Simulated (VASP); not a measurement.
Energy against volume of BP (zinc blende). Computed with PBE GGA with D3 dispersion (Becke-Johnson damping), VASP's PBE PAW potentials (set 64) (plane waves; VASP). Run with 520 eV cut-off, 10×10×10 Γ-centred mesh, Gaussian smearing of 0.050 eV, potentials B P.

| V (Å³/atom) | E (eV/atom) |
|---|---|
| 11.088 | -6.78550 |
| 11.431 | -6.79139 |
| 11.774 | -6.78633 |
| 12.117 | -6.77177 |

Task: Fit these four points and predict the energy of the run at 10.745 Å³/atom.

Result: A cubic in V^(−2/3), the third-order Birch-Murnaghan form, passes through the four points with V0 = 11.44 Å³/atom and B0 = 170 GPa, and gives -6.7670 eV/atom there. The run gave -6.7670 eV/atom, +0.0 meV/atom from the fit; all five points give B0 = 170 GPa.

The compound is BP in the zinc blende structure. It was relaxed first.
